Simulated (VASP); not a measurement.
```xyz
4
Lattice="3.9093 0.0000 0.0000 0.0000 3.9093 0.0000 0.0000 0.0000 3.9093" Properties=species:S:1:pos:R:3 pbc="T T T"
Ti     0.0000     0.0000     0.0000
Pt     0.0000     1.9546     1.9546
Pt     1.9546     0.0000     1.9546
Pt     1.9546     1.9546     0.0000
```

Computed with vdW-DF-cx, VASP's PBE PAW potentials (set 64) (plane waves; VASP). Settings: 520 eV cut-off, 9×9×9 Γ-centred mesh, tetrahedra with Blöchl corrections, potentials Ti_sv Pt.

The cores are frozen, which limits the accuracy of field gradients.

Task: Give the principal components of the electric field gradient (V/Å²) and the asymmetry η at each nucleus.

Result: 
```
atom   Vxx   Vyy    Vzz     η
----  ----  ----  -----  ----
Ti1    0.0   0.0    0.0     -
Pt2   33.9  33.9  -67.8  0.00
Pt3   33.9  33.9  -67.8  0.00
Pt4   33.9  33.9  -67.8  0.00
```

The compound is Pt3Ti in the L1_2 structure. It was relaxed first.
